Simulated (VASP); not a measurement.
# Cl on W(110): which site?, part 6 of 7

Where does Cl sit on W(110), and how strongly does it bind?

VASP 6.6.1, plane waves and PAW; the level of theory is named at each step.

So far. Step 8 (Potential and states with the adsorbate, site ontop): The vacuum level lies 5.21 eV above the Fermi level at the upper face; the two faces differ by 0.21 eV, the step that the slab's dipole of 0.033 e·Å makes. Step 9 (Relaxing the adsorbate, site shortbridge): The run ended after 17 ionic steps, 4.372 eV below its first step, once the forces on the free atoms met EDIFFG = -0.03.

### Step 10. Potential and states with the adsorbate, site shortbridge

Level of this step: PBEsol, no spin polarisation; plane waves and PAW (W, Cl) (VASP).

File INCAR:

```
SYSTEM = W12Cl
PREC = Normal
ENCUT = 320
EDIFF = 1E-06
NELM = 120
ISMEAR = 1
SIGMA = 0.15
LREAL = Auto
ALGO = Fast
GGA = PS
NBANDS = 52
LASPH = .TRUE.
LORBIT = 11
LWAVE = .FALSE.
LCHARG = .FALSE.
KPAR = 2
NCORE = 2
IDIPOL = 3
LDIPOL = .TRUE.
DIPOL = 0.5 0.5 0.513
LVHAR = .TRUE.
LVACPOTAV = .TRUE.
NEDOS = 1500
```

File POSCAR:

```
W12Cl
1.0
    6.2883230688      0.0000000000      0.0000000000
    3.1441615344      4.4465158842      0.0000000000
    0.0000000000      0.0000000000     19.4465158842
W Cl
12 1
Selective dynamics
Direct
    0.0000000000      0.0000000000      0.3856732000  F F F
    0.5000000000      0.0000000000      0.3856732000  F F F
    0.0000000000      0.5000000000      0.3856732000  F F F
    0.5000000000      0.5000000000      0.3856732000  F F F
    0.7509300429      0.4980981327      0.4960592689  T T T
    0.2485359239      0.5026074672      0.4962286394  T T T
    0.7514640761      0.9973925328      0.4962286394  T T T
    0.2490699571      0.0019018673      0.4960592689  T T T
    0.0064994755      0.9878719204      0.6103105323  T T T
    0.5026567798      0.9962456021      0.6045707858  T T T
    0.9935005245      0.5121280796      0.6103105323  T T T
    0.4973432202      0.5037543979      0.6045707858  T T T
    0.0000000000      0.2500000000      0.7140044483  T T T
```

File KPOINTS:

```
Automatic mesh
0
Gamma
5 5 1
0 0 0
```

Potentials, in the order of the species: W and Cl (PBE family, release 64).

On the command line:

```
$ mpirun -np 4 vasp_std
```

The program printed:

```text
[... set-up lines as in an earlier step ...]
 entering main loop
       N       E                     dE             d eps       ncg     rms          rms(c)
DAV:   1     0.339185163654E+03    0.33919E+03   -0.23000E+04  1352   0.822E+02
DAV:   2    -0.117524003102E+03   -0.45671E+03   -0.43562E+03  1948   0.219E+02
DAV:   3    -0.164928698355E+03   -0.47405E+02   -0.45742E+02  1580   0.730E+01
DAV:   4    -0.168195543109E+03   -0.32668E+01   -0.32051E+01  2208   0.166E+01
[...]
RMM:  28    -0.158244237307E+03   -0.41676E-05   -0.36869E-07   912   0.194E-03    0.137E-03
RMM:  29    -0.158244238412E+03   -0.11049E-05   -0.39874E-07   890   0.212E-03    0.665E-04
RMM:  30    -0.158244238891E+03   -0.47829E-06   -0.14451E-07   807   0.162E-03
 [... a notice as in an earlier step ...]

   1 F= -.15824424E+03 E0= -.15824105E+03  d E =-.956646E-02
```

The job ended after 64 s (4 MPI ranks of AMD EPYC 7R43, shared host; peak memory 0.73 GiB; 3.4 min of CPU time).

Parts of OUTCAR (step 10):

```text
  Total      -17.9031012    -10.6258555     -0.7475277     -0.4044914      0.0000000      0.0000000
  in kB      -52.7524156    -31.3096341     -2.2026292     -1.1918549      0.0000000      0.0000000
  external PRESSURE =     -28.7548930 kB  Pullay stress =       0.0000000 kB

 POSITION                                       TOTAL-FORCE (eV/Angst)
 -----------------------------------------------------------------------------------
      0.00000      0.00000      7.50000         0.035481     -0.013673      0.046954
      3.14416      0.00000      7.50000         0.013777      0.154206     -0.048733
      1.57208      2.22326      7.50000        -0.035481      0.013673      0.046954
      4.71624      2.22326      7.50000        -0.013777     -0.154206     -0.048733
      6.28819      2.21480      9.64662        -0.002702      0.022949      0.009259
      3.14315      2.23485      9.64992         0.006761      0.011670     -0.001281
      7.86141      4.43492      9.64992        -0.006761     -0.011670     -0.001281
      1.57221      0.00846      9.64662         0.002702     -0.022949      0.009259
      3.14690      4.39259     11.86841         0.002970     -0.017358      0.001154
      6.29323      4.42982     11.75680         0.002115      0.000897     -0.009388
      7.85767      2.27719     11.86841        -0.002970      0.017358      0.001154
      4.71134      2.23995     11.75680        -0.002115     -0.000897     -0.009388
      0.78604      1.11163     13.88490        -0.000000      0.000000      0.004068
 -----------------------------------------------------------------------------------
    total drift:                                0.000001      0.000000     -0.021543

  FREE ENERGIE OF THE ION-ELECTRON SYSTEM (eV)
  ---------------------------------------------------
  free  energy   TOTEN  =      -158.2442388905 eV

  energy  without entropy=     -158.2346724297  energy(sigma->0) =     -158.24105007

[... 2 parts as in an earlier step ...]

[... 1 further part left out ...]
[key lines of the parts left out:]
E-fermi :  -0.1300
```

Zero at the Fermi level. The planar average of the electrostatic potential by height:

| height (Å) | planar average of the electrostatic potential (eV) |
| --- | --- |
| 0.0 | 4.84 |
| 0.5 | 4.98 |
| 1.0 | 4.99 |
| 1.5 | 4.99 |
| 2.0 | 4.99 |
| 2.5 | 4.99 |
| 3.0 | 4.99 |
| 3.5 | 4.99 |
| 4.0 | 4.98 |
| 4.5 | 4.95 |
| 5.0 | 4.84 |
| 5.5 | 4.45 |
| 6.0 | 3.09 |
| 6.5 | -1.19 |
| 7.0 | -8.22 |
| 7.5 | -11.9 |
| 8.0 | -8.56 |
| 8.5 | -3.61 |
| 9.0 | -6.97 |
| 9.5 | -12.3 |
| 10.0 | -10.7 |
| 10.5 | -4.56 |
| 11.0 | -4.80 |
| 11.5 | -10.6 |
| 12.0 | -11.5 |
| 12.5 | -5.96 |
| 13.0 | 0.0978 |
| 13.5 | -0.313 |
| 14.0 | -1.03 |
| 14.5 | 2.59 |
| 15.0 | 4.46 |
| 15.5 | 4.75 |
| 16.0 | 4.80 |
| 16.5 | 4.81 |
| 17.0 | 4.81 |
| 17.5 | 4.81 |
| 18.0 | 4.81 |
| 18.5 | 4.81 |
| 19.0 | 4.81 |

The map of layer states is cut here 0.5 eV above the Fermi level, so it leaves out the states above that.

At the end the adsorbate's closest contact with the slab is Cl-W at 2.46 Å, 1.40 Å to the side of the slab's atom, and its lowest atom lies 2.02 Å above the highest atom of the slab.

The vacuum level lies 4.81 eV above the Fermi level at the upper face; the two faces differ by 0.18 eV, the step that the slab's dipole of -0.028 e·Å makes.

VASP counts the dipole in electrons times Å, so a positive number points the physical dipole along −c.

The program found no field-free point at its default tolerance, but its printed level agrees with the flat part of the planar average.

On this mesh the fine structure of the density of states is sampling noise, and high empty states may be cut by the number of bands.

### Step 11. Relaxing the adsorbate, site longbridge

File INCAR:

```
SYSTEM = W12Cl
PREC = Normal
ENCUT = 320
EDIFF = 1E-05
NELM = 120
ISMEAR = 1
SIGMA = 0.15
LREAL = Auto
ALGO = Fast
GGA = PS
NBANDS = 52
LASPH = .TRUE.
LORBIT = 11
LWAVE = .FALSE.
LCHARG = .FALSE.
KPAR = 2
NCORE = 2
IBRION = 2
NSW = 50
ISIF = 2
EDIFFG = -0.03
POTIM = 0.4
MAXMIX = 40
IDIPOL = 3
LDIPOL = .TRUE.
DIPOL = 0.5 0.5 0.509
```

File POSCAR:

```
W12Cl
1.0
    6.2883230688      0.0000000000      0.0000000000
    3.1441615344      4.4465158842      0.0000000000
    0.0000000000      0.0000000000     19.4465158842
W Cl
12 1
Selective dynamics
Direct
    0.0000000000      0.0000000000      0.3856732000  F F F
    0.5000000000      0.0000000000      0.3856732000  F F F
    0.0000000000      0.5000000000      0.3856732000  F F F
    0.5000000000      0.5000000000      0.3856732000  F F F
    0.7500000000      0.5000000000      0.4960352500  T T T
    0.2500000000      0.5000000000      0.4960352500  T T T
    0.7500000000      0.0000000000      0.4960352500  T T T
    0.2500000000      0.0000000000      0.4960352500  T T T
    0.0000000000      0.0000000000      0.6063704300  T T T
    0.5000000000      0.0000000000      0.6063704300  T T T
    0.0000000000      0.5000000000      0.6063704300  T T T
    0.5000000000      0.5000000000      0.6063704300  T T T
    0.2500000000      0.0000000000      0.6629358400  T T T
```

KPOINTS is that of step 10.

On the command line:

```
$ mpirun -np 4 vasp_std
```

The program printed:

```text
[... set-up lines as in an earlier step ...]
 entering main loop
       N       E                     dE             d eps       ncg     rms          rms(c)
DAV:   1     0.362802246820E+03    0.36280E+03   -0.23204E+04   944   0.822E+02
DAV:   2    -0.110352329765E+03   -0.47315E+03   -0.45311E+03  1336   0.224E+02
DAV:   3    -0.159251865103E+03   -0.48900E+02   -0.47364E+02  1076   0.762E+01
DAV:   4    -0.162653485197E+03   -0.34016E+01   -0.33287E+01  1520   0.172E+01
[...]
RMM:  26    -0.152322364058E+03   -0.29481E-04   -0.13573E-06   435   0.418E-03    0.203E-03
RMM:  27    -0.152322374208E+03   -0.10150E-04   -0.68705E-07   391   0.342E-03    0.173E-03
RMM:  28    -0.152322376451E+03   -0.22431E-05   -0.15542E-07   283   0.267E-03
   1 F= -.15232238E+03 E0= -.15232682E+03  d E =-.152322E+03
[... from here on, the cycles between the ionic steps are left out ...]
   2 F= -.15275231E+03 E0= -.15275134E+03  d E =-.429931E+00
   3 F= -.15727830E+03 E0= -.15727906E+03  d E =-.495592E+01
   4 F= -.15728005E+03 E0= -.15728098E+03  d E =-.495768E+01
   5 F= -.15779306E+03 E0= -.15779318E+03  d E =-.513011E+00
   6 F= -.15784034E+03 E0= -.15783944E+03  d E =-.560290E+00
   7 F= -.15796930E+03 E0= -.15796796E+03  d E =-.128954E+00
   8 F= -.15804772E+03 E0= -.15804505E+03  d E =-.207374E+00
   9 F= -.15809876E+03 E0= -.15809633E+03  d E =-.510476E-01
  10 F= -.15810878E+03 E0= -.15810655E+03  d E =-.610658E-01
  11 F= -.15812921E+03 E0= -.15812720E+03  d E =-.204257E-01
  12 F= -.15813823E+03 E0= -.15813642E+03  d E =-.294482E-01
  13 F= -.15813829E+03 E0= -.15813650E+03  d E =-.295050E-01
  14 F= -.15814075E+03 E0= -.15813897E+03  d E =-.246268E-02
  15 F= -.15814079E+03 E0= -.15813900E+03  d E =-.249748E-02
  16 F= -.15814128E+03 E0= -.15813953E+03  d E =-.496546E-03
  17 F= -.15814139E+03 E0= -.15813963E+03  d E =-.608551E-03
  18 F= -.15814152E+03 E0= -.15813969E+03  d E =-.127988E-03
 trial-energy change:   -0.000128  1 .order   -0.000130   -0.000271    0.000011
 step:   1.8012(harm=  1.8012)  dis= 0.00250  next Energy=  -158.141525 (dE=-0.131E-03)
 reached required accuracy - stopping structural energy minimisation
```

Run time: 4.7 min. Hardware: 4 MPI ranks; peak memory 0.73 GiB; 17 min of CPU time.

Parts of OUTCAR (step 11):

```text
  Total      -15.1503160    -11.2037644     -0.7604211      0.0000000      0.0000000      0.0000000
  in kB      -44.6411915    -33.0124727     -2.2406202      0.0000000      0.0000000      0.0000000
  external PRESSURE =     -26.6314281 kB  Pullay stress =       0.0000000 kB

 POSITION                                       TOTAL-FORCE (eV/Angst)
 -----------------------------------------------------------------------------------
      0.00000      0.00000      7.50000        -0.052370      0.000000      0.161403
      3.14416      0.00000      7.50000         0.052370      0.000000      0.161403
      1.57208      2.22326      7.50000        -0.000000     -0.278358     -0.163505
      4.71624      2.22326      7.50000         0.000000      0.278358     -0.163505
      6.28832      2.22326      9.66333        -0.000000      0.000000      0.000570
      3.14416      2.22326      9.66333        -0.000000      0.000000      0.000570
      4.71624      0.00000      9.58850        -0.000000      0.000000      0.004426
      1.57208      0.00000      9.63708        -0.000000      0.000000     -0.002123
      6.22873      0.00000     11.80262        -0.006826      0.000000     -0.005797
      3.20376      0.00000     11.80262         0.006826      0.000000     -0.005797
      7.86040      2.29238     11.81977        -0.000000     -0.003730      0.002147
      4.71624      2.15413     11.81977        -0.000000      0.003730      0.002147
      1.57208      0.00000     13.64345        -0.000000      0.000000      0.008059
 -----------------------------------------------------------------------------------
    total drift:                               -0.000005     -0.000007     -0.005597

  FREE ENERGIE OF THE ION-ELECTRON SYSTEM (eV)
  ---------------------------------------------------
  free  energy   TOTEN  =      -158.1415220005 eV

  energy  without entropy=     -158.1360276782  energy(sigma->0) =     -158.13969056

[... 3 parts as in an earlier step ...]

[... 1 further part left out ...]
[key lines of the parts left out:]
E-fermi :   0.1208
```

Step by step:

| step | energy less that of the first step (eV) | largest force (eV/Å) |
| --- | --- | --- |
| 1 | 0.0000 | 18.1465 |
| 2 | -0.4299 | 12.3655 |
| 3 | -4.9559 | 3.0461 |
| 4 | -4.9577 | 2.9939 |
| 5 | -5.4707 | 1.7660 |
| 6 | -5.5180 | 1.4314 |
| 7 | -5.6469 | 0.9401 |
| 8 | -5.7253 | 0.6981 |
| 9 | -5.7764 | 0.3261 |
| 10 | -5.7864 | 0.3003 |
| 11 | -5.8068 | 0.1746 |
| 12 | -5.8159 | 0.1446 |
| 13 | -5.8159 | 0.1495 |
| 14 | -5.8184 | 0.0858 |
| 15 | -5.8184 | 0.0656 |
| 16 | -5.8189 | 0.0302 |
| 17 | -5.8190 | 0.0335 |
| 18 | -5.8191 | 0.0090 |

The atoms that moved most (Å):

| atom | dx | dy | dz | length |
| --- | --- | --- | --- | --- |
| Cl13 | 0.000 | 0.000 | 0.752 | 0.752 |
| W11 | 0.000 | 0.069 | 0.028 | 0.075 |
| W12 | 0.000 | -0.069 | 0.028 | 0.075 |
| W10 | 0.060 | 0.000 | 0.011 | 0.061 |
| W9 | -0.060 | 0.000 | 0.011 | 0.061 |
| W7 | 0.000 | 0.000 | -0.058 | 0.058 |
| W6 | 0.000 | 0.000 | 0.017 | 0.017 |
| W5 | 0.000 | 0.000 | 0.017 | 0.017 |

Final coordinates:

```
W Cl
1.0
     6.28832    0.00000    0.00000
     3.14416    4.44652    0.00000
     0.00000    0.00000   19.44652
W Cl
12 1
Direct
  0.00000 0.00000 0.38567
  0.50000 0.00000 0.38567
  0.00000 0.50000 0.38567
  0.50000 0.50000 0.38567
  0.75000 0.50000 0.49692
  0.25000 0.50000 0.49692
  0.75000 0.00000 0.49307
  0.25000 0.00000 0.49557
  0.99052 0.00000 0.60693
  0.50948 0.00000 0.60693
  0.99223 0.51555 0.60781
  0.50777 0.48445 0.60781
  0.25000 0.00000 0.70159
```

The run ended after 18 ionic steps, 5.819 eV below its first step, once the forces on the free atoms met EDIFFG = -0.03.

### Step 12. Potential and states with the adsorbate, site longbridge

File INCAR:

```
SYSTEM = W12Cl
PREC = Normal
ENCUT = 320
EDIFF = 1E-06
NELM = 120
ISMEAR = 1
SIGMA = 0.15
LREAL = Auto
ALGO = Fast
GGA = PS
NBANDS = 52
LASPH = .TRUE.
LORBIT = 11
LWAVE = .FALSE.
LCHARG = .FALSE.
KPAR = 2
NCORE = 2
IDIPOL = 3
LDIPOL = .TRUE.
DIPOL = 0.5 0.5 0.512
LVHAR = .TRUE.
LVACPOTAV = .TRUE.
NEDOS = 1500
```

File POSCAR:

```
W12Cl
1.0
    6.2883230688      0.0000000000      0.0000000000
    3.1441615344      4.4465158842      0.0000000000
    0.0000000000      0.0000000000     19.4465158842
W Cl
12 1
Selective dynamics
Direct
    0.0000000000      0.0000000000      0.3856732000  F F F
    0.5000000000      0.0000000000      0.3856732000  F F F
    0.0000000000      0.5000000000      0.3856732000  F F F
    0.5000000000      0.5000000000      0.3856732000  F F F
    0.7500000000      0.5000000000      0.4969185018  T T T
    0.2500000000      0.5000000000      0.4969185018  T T T
    0.7500000000      0.0000000000      0.4930701397  T T T
    0.2500000000      0.0000000000      0.4955683807  T T T
    0.9905231154      0.0000000000      0.6069272155  T T T
    0.5094768846      0.0000000000      0.6069272155  T T T
    0.9922268325      0.5155463349      0.6078089522  T T T
    0.5077731675      0.4844536651      0.6078089522  T T T
    0.2500000000      0.0000000000      0.7015881885  T T T
```

KPOINTS is that of step 11.

On the command line:

```
$ mpirun -np 4 vasp_std
```

The program printed:

```text
[... set-up lines as in an earlier step ...]
 entering main loop
       N       E                     dE             d eps       ncg     rms          rms(c)
DAV:   1     0.335867972092E+03    0.33587E+03   -0.23053E+04   944   0.822E+02
DAV:   2    -0.117585059528E+03   -0.45345E+03   -0.43297E+03  1308   0.220E+02
DAV:   3    -0.165186411425E+03   -0.47601E+02   -0.45827E+02  1108   0.727E+01
DAV:   4    -0.168617240184E+03   -0.34308E+01   -0.33688E+01  1528   0.170E+01
[...]
RMM:  27    -0.158141536319E+03   -0.58864E-05   -0.50834E-07   677   0.181E-03    0.178E-03
RMM:  28    -0.158141537906E+03   -0.15869E-05   -0.23915E-07   497   0.123E-03    0.112E-03
RMM:  29    -0.158141538688E+03   -0.78161E-06   -0.17123E-07   472   0.116E-03
 [... a notice as in an earlier step ...]

   1 F= -.15814154E+03 E0= -.15813969E+03  d E =-.553198E-02
```

It took 38 s on 4 MPI ranks; peak memory 0.69 GiB; 2.5 min of CPU time.

From OUTCAR (step 12):

```text
  Total      -15.1344439    -11.1916880     -0.7548294      0.0000000      0.0000000      0.0000000
  in kB      -44.5944234    -32.9768889     -2.2241440      0.0000000      0.0000000      0.0000000
  external PRESSURE =     -26.5984854 kB  Pullay stress =       0.0000000 kB

 POSITION                                       TOTAL-FORCE (eV/Angst)
 -----------------------------------------------------------------------------------
      0.00000      0.00000      7.50000        -0.052517      0.000000      0.161567
      3.14416      0.00000      7.50000         0.052517      0.000000      0.161567
      1.57208      2.22326      7.50000        -0.000000     -0.278493     -0.163010
      4.71624      2.22326      7.50000        -0.000000      0.278493     -0.163010
      6.28832      2.22326      9.66333        -0.000000      0.000000      0.000793
      3.14416      2.22326      9.66333         0.000000      0.000000      0.000793
      4.71624      0.00000      9.58850        -0.000000      0.000000      0.003546
      1.57208      0.00000      9.63708        -0.000000      0.000000      0.001003
      6.22873      0.00000     11.80262        -0.007288      0.000000     -0.005007
      3.20376      0.00000     11.80262         0.007288      0.000000     -0.005007
      7.86040      2.29238     11.81977        -0.000000     -0.006521      0.001174
      4.71624      2.15413     11.81977         0.000000      0.006521      0.001174
      1.57208      0.00000     13.64345         0.000000      0.000000      0.004416
 -----------------------------------------------------------------------------------
    total drift:                               -0.000005     -0.000007     -0.008252

  FREE ENERGIE OF THE ION-ELECTRON SYSTEM (eV)
  ---------------------------------------------------
  free  energy   TOTEN  =      -158.1415386876 eV

  energy  without entropy=     -158.1360067124  energy(sigma->0) =     -158.13969470

[... 2 parts as in an earlier step ...]

[... 1 further part left out ...]
[key lines of the parts left out:]
E-fermi :   0.1261
```

Zero at the Fermi level. The planar average of the electrostatic potential by height:

height (Å), planar average of the electrostatic potential (eV) and a bar from the least value:
```
        0        4.3 #############################
        1        4.9 ##############################
        2        4.9 ##############################
        3        4.9 ##############################
        4        4.9 ##############################
        5        4.8 ##############################
        6        3.0 ###########################
        7       -8.3 ######
        8       -8.6 ######
        9       -7.2 ########
       10      -10.6 ##
       11       -4.9 ############
       12      -11.8 
       13       -1.4 ###################
       14       -0.3 #####################
       15        4.0 ############################
       16        4.2 #############################
       17        4.2 #############################
       18        4.2 #############################
       19        4.2 #############################
```

The map of layer states is cut here 0.5 eV above the Fermi level, so it leaves out the states above that.

At the end the adsorbate's closest contact with the slab is Cl-W at 2.46 Å, 1.63 Å to the side of the slab's atom, and its lowest atom lies 1.82 Å above the highest atom of the slab.

The vacuum level lies 4.19 eV above the Fermi level at the upper face; the two faces differ by 0.75 eV, the step that the slab's dipole of -0.116 e·Å makes.

VASP counts the dipole in electrons times Å, so a positive number points the physical dipole along −c.

The program found no field-free point at its default tolerance, but its printed level agrees with the flat part of the planar average.

On this mesh the fine structure of the density of states is sampling noise, and high empty states may be cut by the number of bands.

(Part 6 of 7 ends here.)

[Lines on the potential files, build, host, timing and source positions are cut from VASP's logs without a mark.]

[Logs are printed without paths, hosts, clocks, repeated set-up lines and the standing remarks that a program may print on its own settings, such as how far it seeks lower states.]

[Hosts, paths, dates, database ids (printed as entryN), source tags and the programs' standing remarks are cut or masked in the printed files.]

[Runs that stopped without an error message from VASP are left out.]
